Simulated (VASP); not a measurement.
Method: PBE GGA, VASP's PBE PAW potentials (set 64) (plane waves; VASP).

The input files of a VASP run:

KPOINTS:
```
Automatic mesh
0
Gamma
8 8 8
0 0 0
```

File POSCAR:
```
NaI
1
   -0.0000000000     3.2620226282     3.2620226282
    3.2620226282    -0.0000000000     3.2620226282
    3.2620226282     3.2620226282    -0.0000000000
Na I
1 1
Direct
  0.0000000000   0.0000000000   0.0000000000
  0.5000000000   0.5000000000   0.5000000000
```

INCAR:
```
NELM = 100   # most electronic steps
EDIFF = 1E-5   # SCF stop (eV)
NSW = 20   # most ionic steps
ENCUT = 400   # plane-wave cut-off (eV)
LWAVE = .FALSE.
LASPH = .TRUE.
SIGMA = 0.05   # width (eV)
PREC = Normal
ISMEAR = 0   # Gaussian
SYSTEM = NaI
LCHARG = .FALSE.
LMAXMIX = 4
NELMIN = 4
IBRION = 2
ALGO = Fast
LREAL = .FALSE.   # projection in real space or not
GGA = PE   # PBE
ISIF = 2   # forces and stress, cell fixed
EDIFFG = -0.03
```

POTCAR, in this order: Na_pv I (PBE.64 set). Program: vasp_std.

Unless said otherwise, spin-orbit coupling is left out, though it shifts the bands of the heavy elements here.

Question: Predict the energy per atom (σ→0), band gap (on the k-mesh).

Answer: 
```yaml
energy per atom (σ→0): -2.694 eV/atom
band gap (on the k-mesh): 3.58 eV
```

**OSZICAR**
```
...
DAV:   5    -0.545873344879E+01   -0.34858E-02   -0.34858E-02   759   0.165E+00    0.161E+00
RMM:   6    -0.539418283514E+01    0.64551E-01   -0.72016E-02   638   0.153E+00    0.109E+00
RMM:   7    -0.538574262339E+01    0.84402E-02   -0.96878E-02   640   0.153E+00    0.537E-01
RMM:   8    -0.538750626626E+01   -0.17636E-02   -0.54960E-03   645   0.920E-01    0.170E-01
RMM:   9    -0.538729200980E+01    0.21426E-03   -0.12158E-03   678   0.348E-01    0.403E-02
RMM:  10    -0.538732178987E+01   -0.29780E-04   -0.26611E-04   756   0.167E-01    0.455E-02
RMM:  11    -0.538732665526E+01   -0.48654E-05   -0.48084E-05   650   0.736E-02
   1 F= -.53873267E+01 E0= -.53873267E+01  d E =-.538733E+01
```

The compound is NaI in the rock salt structure. It was relaxed first.
